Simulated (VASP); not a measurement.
The system is W.

```xyz
1
Lattice="-1.5776 1.5776 1.5776 1.5776 -1.5776 1.5776 1.5776 1.5776 -1.5776" Properties=species:S:1:pos:R:3 pbc="T T T"
W     0.0000    0.0000    0.0000
```

Program: VASP 6.6.1. Alike in all runs: no spin polarisation; cell as given; k mesh 16 × 16 × 16; cutoff (eV) 520; smearing methfessel-paxton 0.1 eV. Hardware: 4 MPI ranks on Intel(R) Xeon(R) Platinum 8488C (Sapphire Rapids) (shared host).

Question: Order these runs on this cell by their wall time, lowest first.
A. task band structure; level LDA; potentials or basis VASP PAW LDA potentials, release 64 (W_sv)
B. task density of states; level PBE; potentials or basis VASP PAW PBE potentials, release 64 (W_sv); k mesh for the DOS 24 × 24 × 24; occupations for the DOS tetrahedron
C. task band structure; level r2SCAN; potentials or basis VASP PAW PBE potentials, release 64 (W_sv)

Answer: A (7.2 s), B (15 s), C (32 s).

Caveats: spin-orbit coupling is left out, which moves the levels of the heavy elements (some runs).
